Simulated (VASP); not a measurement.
Energy against volume of YN (rock salt). Level of theory: PBE GGA with D3 dispersion (zero damping), VASP's PBE PAW potentials (set 64) (plane waves; VASP 6.6.1).

| V (Å³/atom) | E (eV/atom) |
|---|---|
| 13.573 | -9.32061 |
| 14.006 | -9.34366 |
| 14.440 | -9.35090 |
| 14.873 | -9.34464 |
| 15.306 | -9.32686 |

Question: Fit a third-order Birch-Murnaghan equation of state.

Answer: 
```json
{
 "volume_per_atom": "14.44 Å^3/atom",
 "bulk_modulus": "166 GPa",
 "pressure_derivative_of_the_bulk_modulus": "4.27",
 "lattice_constant_a": "4.871 Å"
}
```

Measured: a 4.877 Å (computed value off by -0.1 %), as given by G. Soto et al., Computational Materials Science (2007), arXiv:cond-mat/0703568. The calculation is for a static lattice, while the measured a holds thermal and zero-point effects, which are part of the difference.

The compound is YN in the rock salt structure. It was relaxed first.
